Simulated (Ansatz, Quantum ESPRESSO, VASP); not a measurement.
## WSe2 (P6_3/mmc, 6 atoms in the cell) computed with different codes at matched settings

Self-consistent single point.

```
WSe2
1.0
    1.63984    -2.84028     0.00000
    1.63984     2.84028     0.00000
    0.00000     0.00000    12.95870
W Se
2 4
Direct
  0.33333   0.66667   0.25000
  0.66667   0.33333   0.75000
  0.33333   0.66667   0.87900
  0.66667   0.33333   0.37900
  0.66667   0.33333   0.12100
  0.33333   0.66667   0.62100
```

Shared settings, as Ansatz (a quantum-chemistry and plane-wave program) writes them: kpoints.mp_grid.grid = 5 5 1; magnetization.spin_orbit = true; scf.occupations.method = fermi_dirac; scf.occupations.width = 0.02 eV. Potentials and cutoffs stand in the table.

```json
[
 {"code": "VASP", "model": "PBE, spin-orbit coupling, VASP's PBE PAW potentials (set 64)", "pressure (GPa)": "5.25", "largest force (eV/Å)": "0.307", "cutoff": "300 eV"},
 {"code": "Ansatz", "model": "PBE with spin-orbit coupling, default PAW files", "pressure (GPa)": "4.89", "largest force (eV/Å)": "0.232", "cutoff": "default"},
 {"code": "Quantum ESPRESSO", "model": "PBE, spin-orbit coupling, PseudoDojo fully relativistic norm-conserving (PBE) pseudopotentials", "pressure (GPa)": "5.26", "largest force (eV/Å)": "0.275", "cutoff": "90 Ry"}
]
```

The spread over the programs that give each value: pressure within 0.37 GPa; largest force within 0.075 eV/Å.

Ansatz's pressure is given at a fixed set of plane waves, as the other plane-wave codes print theirs.

The shared mesh is coarse (it stands for a supercell whose shortest vector is 13 Å), so the values are not converged in it.

This mesh misses zone-boundary points where a band edge of such crystals can lie, so no gaps are given.

VASP's run is marked for a possible Pulay error in its stress at this cutoff; no cutoff test was made.

The starting cell has typed, rounded lattice constants, without a prior relaxation at this level. Its lattice was rescaled by a random factor within 2.5 % of one.

Left out of this page: Elk and SIESTA (not drawn, or without a comparable value); FLEUR (with a known weakness of the program).

Keys are those of Ansatz 0.2.
